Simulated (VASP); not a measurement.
# YB6 with r2SCAN + rVV10: from relaxation to properties, part 9 of 9

What structure does YB6 take at this level, and what are its properties? The start is a cell from a database of measured crystal structures.

VASP 6.6.1; r2SCAN with rVV10; plane waves and PAW (Y_sv, B).

Still holding for the runs below: This run has no spin polarisation. Its electron count is odd, so without a moment it is a metal by construction.

So far. Step 14 (Volume scan with r2SCAN + rVV10 (run 7)): The pressure falls from -6.69 to -9.62 GPa. The parabola predicted -9.56 GPa, +0.05 GPa off. Step 16 (Fit for r2SCAN + rVV10): The fitted volume lies +0.04 % from the relaxed one. The atoms bear forces along the scan, since they were held; freeing them would lower the modulus. The relaxed cell has a = 4.088 Å (conventional setting).

The database entry behind the starting cell differs from later determinations by our own check (about 0.3 % long, ideal inner coordinate), so it need not match the best structure at ambient conditions.

## (17) Bands along the symmetry lines (r2SCAN + rVV10), changed input

This step: r2SCAN with rVV10; plane waves and PAW (Y_sv, B) (VASP 6.6.1).

Levels along the symmetry lines show where the bands peak and cross; KPOINTS_OPT computes them in the converged potential. Some settings are moved from the usual, to see what they do.

File INCAR:

```
SYSTEM = YB6
PREC = Normal
ENCUT = 420
EDIFF = 1E-06
NELM = 100
ISMEAR = 0
SIGMA = 0.05
LREAL = .FALSE.
ALGO = Normal
METAGGA = R2SCAN
LUSE_VDW = .TRUE.
IVDW_NL = 2
BPARAM = 11.95
CPARAM = 0.0093
LASPH = .TRUE.
NBANDS = 32
LORBIT = 11
LWAVE = .FALSE.
LCHARG = .FALSE.
KPAR = 4
```

File POSCAR:

```
YB6
1.0
    4.0875293394      0.0000000000      0.0000000000
    0.0000000000      4.0875293394      0.0000000000
    0.0000000000      0.0000000000      4.0875293394
Y B
1 6
Direct
    0.0000000000      0.0000000000      0.0000000000
    0.1988345400      0.5000000000      0.5000000000
    0.5000000000      0.1988345400      0.5000000000
    0.8011654600      0.5000000000      0.5000000000
    0.5000000000      0.8011654600      0.5000000000
    0.5000000000      0.5000000000      0.1988345400
    0.5000000000      0.5000000000      0.8011654600
```

File KPOINTS:

```
Automatic mesh
0
Monkhorst-Pack
7 7 7
0 0 0
```

File KPOINTS_OPT:

```
Line mode
12
Line-mode
Reciprocal
  0.00000000   0.00000000   0.00000000 GAMMA
  0.00000000   0.50000000   0.00000000 X

  0.00000000   0.50000000   0.00000000 X
  0.50000000   0.50000000   0.00000000 M

  0.50000000   0.50000000   0.00000000 M
  0.00000000   0.00000000   0.00000000 GAMMA

  0.00000000   0.00000000   0.00000000 GAMMA
  0.50000000   0.50000000   0.50000000 R

  0.50000000   0.50000000   0.50000000 R
  0.00000000   0.50000000   0.00000000 X

  0.50000000   0.50000000   0.00000000 M
  0.50000000   0.50000000   0.50000000 R
```

The projector-augmented-wave data sets are Y_sv and B (PBE family, release 64).

On the command line:

```sh
> mpirun -np 4 vasp_std
```

Output:

```text
[... set-up lines as in an earlier step ...]
 entering main loop
       N       E                     dE             d eps       ncg     rms          rms(c)
Total rVV10 correction in eV:      0.2958683    29.9215336
Total rVV10 correction in eV:      0.2958683    29.9215336
Total rVV10 correction in eV:      0.2958683    29.9215336
Total rVV10 correction in eV:      0.2958683    29.9215336
DAV:   1     0.395770140516E+02    0.39577E+02   -0.11728E+04  1280   0.735E+02
DAV:   2    -0.758574408648E+02   -0.11543E+03   -0.11031E+03  1608   0.191E+02
DAV:   3    -0.801316056657E+02   -0.42742E+01   -0.42203E+01  1816   0.285E+01
DAV:   4    -0.802048920502E+02   -0.73286E-01   -0.73188E-01  1536   0.339E+00
DAV:   5    -0.802059263334E+02   -0.10343E-02   -0.10342E-02  1656   0.374E-01    0.157E+01
Total rVV10 correction in eV:      0.3260199    29.9215329
Total rVV10 correction in eV:      0.3260199    29.9215329
Total rVV10 correction in eV:      0.3260199    29.9215329
Total rVV10 correction in eV:      0.3260199    29.9215329
DAV:   6    -0.681021541729E+02    0.12104E+02   -0.46572E+00  1520   0.144E+01    0.125E+01
Total rVV10 correction in eV:      0.3519312    29.9215329
Total rVV10 correction in eV:      0.3519312    29.9215329
Total rVV10 correction in eV:      0.3519312    29.9215329
Total rVV10 correction in eV:      0.3519312    29.9215329
DAV:   7    -0.672244067652E+02    0.87775E+00   -0.27999E+00  1528   0.842E+00    0.102E+01
Total rVV10 correction in eV:      0.3467604    29.9215330
Total rVV10 correction in eV:      0.3467604    29.9215330
Total rVV10 correction in eV:      0.3467604    29.9215330
Total rVV10 correction in eV:      0.3467604    29.9215330
DAV:   8    -0.674087433371E+02   -0.18434E+00   -0.78052E-01  1440   0.449E+00    0.159E+00
Total rVV10 correction in eV:      0.3571083    29.9215329
Total rVV10 correction in eV:      0.3571083    29.9215329
Total rVV10 correction in eV:      0.3571083    29.9215329
Total rVV10 correction in eV:      0.3571083    29.9215329
DAV:   9    -0.672218150243E+02    0.18693E+00   -0.25240E-01  1512   0.280E+00    0.495E-01
Total rVV10 correction in eV:      0.3556430    29.9215330
Total rVV10 correction in eV:      0.3556430    29.9215330
Total rVV10 correction in eV:      0.3556430    29.9215330
Total rVV10 correction in eV:      0.3556430    29.9215330
DAV:  10    -0.672186546056E+02    0.31604E-02   -0.25474E-02  1584   0.719E-01    0.985E-01
Total rVV10 correction in eV:      0.3556553    29.9215330
Total rVV10 correction in eV:      0.3556553    29.9215330
Total rVV10 correction in eV:      0.3556553    29.9215330
Total rVV10 correction in eV:      0.3556553    29.9215330
DAV:  11    -0.672182167947E+02    0.43781E-03   -0.13423E-03  1584   0.175E-01    0.376E-01
Total rVV10 correction in eV:      0.3555889    29.9215330
Total rVV10 correction in eV:      0.3555889    29.9215330
Total rVV10 correction in eV:      0.3555889    29.9215330
Total rVV10 correction in eV:      0.3555889    29.9215330
DAV:  12    -0.672180984542E+02    0.11834E-03   -0.49176E-04  1512   0.110E-01    0.835E-02
Total rVV10 correction in eV:      0.3557131    29.9215330
Total rVV10 correction in eV:      0.3557131    29.9215330
Total rVV10 correction in eV:      0.3557131    29.9215330
Total rVV10 correction in eV:      0.3557131    29.9215330
DAV:  13    -0.672180844845E+02    0.13970E-04   -0.64720E-05  1488   0.397E-02    0.250E-02
Total rVV10 correction in eV:      0.3557441    29.9215330
Total rVV10 correction in eV:      0.3557441    29.9215330
Total rVV10 correction in eV:      0.3557441    29.9215330
Total rVV10 correction in eV:      0.3557441    29.9215330
DAV:  14    -0.672180850272E+02   -0.54277E-06   -0.27839E-06  1648   0.795E-03
Total rVV10 correction in eV:      0.3557904    29.9215330
Total rVV10 correction in eV:      0.3557904    29.9215330
Total rVV10 correction in eV:      0.3557904    29.9215330
Total rVV10 correction in eV:      0.3557904    29.9215330
Total rVV10 correction in eV:      0.3557865    29.9215330
Total rVV10 correction in eV:      0.3557865    29.9215330
Total rVV10 correction in eV:      0.3557865    29.9215330
Total rVV10 correction in eV:      0.3557865    29.9215330
   1 F= -.67218085E+02 E0= -.67215821E+02  d E =-.452884E-02
 Start KPOINTS_OPT (optional k-point list driver)
k-point batch [1-20\72]
       N       E                     dE             ncg
DAV:   1    -0.175174878576E+04   -0.11510E+05     1280
DAV:   2    -0.395588922164E+04   -0.22041E+04     1616
DAV:   3    -0.403903748947E+04   -0.83148E+02     1808
DAV:   4    -0.404023223410E+04   -0.11947E+01     1568
DAV:   5    -0.404024848397E+04   -0.16250E-01     1624
DAV:   6    -0.404024870481E+04   -0.22084E-03     1560
DAV:   7    -0.404024870825E+04   -0.34374E-05     1544
DAV:   8    -0.404024870831E+04   -0.63284E-07     1120
[...]
k-point batch [61-72\72]
       N       E                     dE             ncg
DAV:   1     0.450741931812E+04   -0.11546E+05      768
DAV:   2     0.310723351858E+04   -0.14002E+04      984
DAV:   3     0.305136277947E+04   -0.55871E+02     1072
DAV:   4     0.305052323593E+04   -0.83954E+00      840
DAV:   5     0.305051288448E+04   -0.10351E-01      976
DAV:   6     0.305051273131E+04   -0.15317E-03      888
DAV:   7     0.305051272872E+04   -0.25913E-05      936
DAV:   8     0.305051272867E+04   -0.46908E-07      592
```

Wall time 58 s (4 MPI ranks of AMD EPYC 7R43, shared host); peak memory 0.7 GiB.

From OUTCAR (step 17):

```text
   NELECT =      29.0000    total number of electrons

 E-fermi :   6.8395

 k-point     1 :       0.0000    0.0000    0.0000
  band No.  band energies     occupation
    ...
     10      -0.9545      2.00000
     11      -0.9545      2.00000
     12       4.6232      2.00000
     13       4.6233      2.00000
     14       4.6233      2.00000
     15       7.8162      0.00000
     16       7.8162      0.00000
     17       7.8162      0.00000
     18       7.8561      0.00000
     19       7.8561      0.00000
    ...

  Total        0.0026483      0.0026483      0.0026483     -0.0000000     -0.0000000     -0.0000000
  in kB        0.0621293      0.0621293      0.0621293     -0.0000000     -0.0000000     -0.0000000
  external PRESSURE =       0.0621293 kB  Pullay stress =       0.0000000 kB

 POSITION                                       TOTAL-FORCE (eV/Angst)
 -----------------------------------------------------------------------------------
      0.00000      0.00000      0.00000        -0.000000      0.000000      0.000000
      0.81274      2.04376      2.04376         0.002419      0.000000      0.000000
      2.04376      0.81274      2.04376        -0.000000      0.002419      0.000000
      3.27479      2.04376      2.04376        -0.002419     -0.000000     -0.000000
      2.04376      3.27479      2.04376        -0.000000     -0.002419     -0.000000
      2.04376      2.04376      0.81274        -0.000000      0.000000      0.002419
      2.04376      2.04376      3.27479        -0.000000     -0.000000     -0.002419
 -----------------------------------------------------------------------------------
    total drift:                                0.000000     -0.000000     -0.000000

  FREE ENERGIE OF THE ION-ELECTRON SYSTEM (eV)
  ---------------------------------------------------
  free  energy   TOTEN  =       -67.2180850272 eV

  energy  without entropy=      -67.2135561849  energy(sigma->0) =      -67.21582061

[... 7 parts as in an earlier step ...]

[... 10 further parts left out ...]
```

PREC = Normal changes the FFT grids.

This step gave:

- bands: 32
- free energy (TOTEN): -67.2181 eV
- energy at zero smearing: -67.2158 eV
- Fermi energy: 6.840 eV
- pressure: 0.006213 GPa

The electronic bands at the labelled points (eV, zero at the Fermi level; # counts the bands kept, so #1 is VASP's band 7):

```csv
point,#5,#6,#7,#8,#9,#10,#11,#12
Γ,-7.79,-2.22,-2.22,-2.22,0.98,0.98,0.98,1.02
0.55 of the way,-5.19,-3.62,-3.62,-1.89,-1.82,1.65,1.66,1.66
X,-4.32,-4.32,-3.73,-2.79,-1.56,1.18,1.18,1.58
0.45 of the way,-5.34,-4.65,-3.54,-3.32,-1.22,1.25,2.48,2.48
M,-5.01,-5.01,-3.34,-3.34,1.50,1.50,1.90,2.30
0.55 of the way,-5.34,-4.73,-3.87,-2.72,-0.10,-0.01,1.88,2.09
Γ,-7.79,-2.22,-2.22,-2.22,0.98,0.98,0.98,1.02
0.45 of the way,-5.20,-4.79,-4.79,-3.83,0.97,0.97,2.27,2.29
R,-6.44,-2.84,-2.84,-2.84,2.83,2.83,2.94,3.23
0.45 of the way,-5.81,-4.30,-4.23,-3.11,0.92,2.14,2.40,2.55
X,-4.32,-4.32,-3.73,-2.79,-1.56,1.18,1.18,1.58
jump to M,-5.01,-5.01,-3.34,-3.34,1.50,1.50,1.90,2.30
0.45 of the way,-5.76,-4.98,-3.01,-3.01,2.24,2.45,2.45,2.50
R,-6.44,-2.84,-2.84,-2.84,2.83,2.83,2.94,3.23
```

Of the projections kept (Y, B), the largest for each band there; the rest of the weight can lie on other orbitals:

```csv
point,#5,#6,#7,#8,#9,#10,#11,#12
Γ,B 0.92,B 0.79,B 0.79,B 0.79,B 0.92,B 0.92,B 0.92,Y 0.81
X,B 0.89,B 0.89,B 0.97,Y 0.66,B 0.97,Y 0.63,Y 0.63,Y 1.00
M,B 0.78,B 0.78,B 0.99,B 0.99,B 0.67,B 0.67,Y 0.93,Y 0.93
Γ,B 0.92,B 0.79,B 0.79,B 0.79,B 0.92,B 0.92,B 0.92,Y 0.81
R,B 0.80,B 1.00,B 1.00,B 1.00,Y 1.00,Y 1.00,Y 1.00,Y 0.88
X,B 0.89,B 0.89,B 0.97,Y 0.66,B 0.97,Y 0.63,Y 0.63,Y 1.00
```

Against the sound run “Band structure (r2SCAN + rVV10)”, the energy at zero smearing moves by +0.0 meV an atom, the pressure by -0.01 GPa and the Fermi level by -0.00 eV.

## (18) Results

```
relaxed volume                            : 9.756 Å³/atom
relaxed conventional cell a, b, c         : 4.088, 4.088, 4.088 Å
space group after relaxing, within 0.02 Å : Pm-3m (No. 221)
band gap                                  : none, a metal
DOS at the Fermi level                    : 0.842 states/eV/cell
highest zone-centre mode                  : 1357 cm⁻¹
bulk modulus from the fit                 : 183 GPa
volume from the fit                       : 9.76 Å³/atom
```

What this shows: With r2SCAN + rVV10, YB6 relaxes to 9.756 Å³/atom in space group Pm-3m (held by the symmetry of the run), comes out as a metal and has a bulk modulus of 183 GPa at fixed shape and positions, an upper bound. Against the listed cell the volume lies -1.8 %. Band structure (r2SCAN + rVV10): Of the bands kept, 2 cross the Fermi level on this path. Zone-centre phonons (r2SCAN + rVV10): The highest mode in this list at Γ, 1357.1 cm⁻¹, is mostly motion of B (100 % of the kinetic energy). Bands along the symmetry lines (r2SCAN + rVV10), changed input: Of the bands kept, 2 cross the Fermi level on this path. Spin-orbit coupling is left out; it would split some degenerate bands. With an odd electron count and no spin the cell is a metal by construction. Modes at Γ alone can't show that the crystal is stable at other wave vectors. No search among competing phases was made, and a listed structure need not be the one stable at ambient conditions. All values are for a static lattice at zero temperature.

[Lines on the potential files, build, host, timing and source positions are cut from VASP's logs without a mark.]

[Logs are printed without paths, hosts, clocks, repeated set-up lines and the standing remarks that a program may print on its own settings, such as how far it seeks lower states.]

[Hosts, paths, dates, database ids (printed as entryN), source tags and the programs' standing remarks are cut or masked in the printed files.]

[A measured line is paired with the nearest computed mode of its activity, which favours agreement.]
